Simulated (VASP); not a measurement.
```
La2O3
1.0
    1.96654    -3.40615     0.00000
    1.96654     3.40615     0.00000
    0.00000     0.00000     6.11242
La O
2 3
Direct
  0.33333   0.66667   0.24599
  0.66667   0.33333   0.75401
  0.00000   0.00000   0.00000
  0.33333   0.66667   0.64633
  0.66667   0.33333   0.35367
```

These are r2SCAN meta-GGA, VASP's PBE PAW potentials (set 64) (plane waves; VASP) values and carry that method's errors. Run with 520 eV cut-off, 7×7×4 Γ-centred mesh, tetrahedra with Blöchl corrections, potentials La O.

The cores are frozen, which limits the accuracy of field gradients.

Q: Give the principal components of the electric field gradient (V/Å²) and the asymmetry η at each nucleus.

A: 
| atom | Vxx | Vyy | Vzz | η |
|---|---|---|---|---|
| La1 | -58.6 | -58.6 | 117.1 | 0.00 |
| La2 | -58.6 | -58.6 | 117.1 | 0.00 |
| O3 | 4.5 | 4.5 | -9.0 | 0.00 |
| O4 | -4.1 | -4.1 | 8.2 | 0.00 |
| O5 | -4.1 | -4.1 | 8.2 | 0.00 |

The compound is La2O3 in the a-type structure. It was relaxed first.
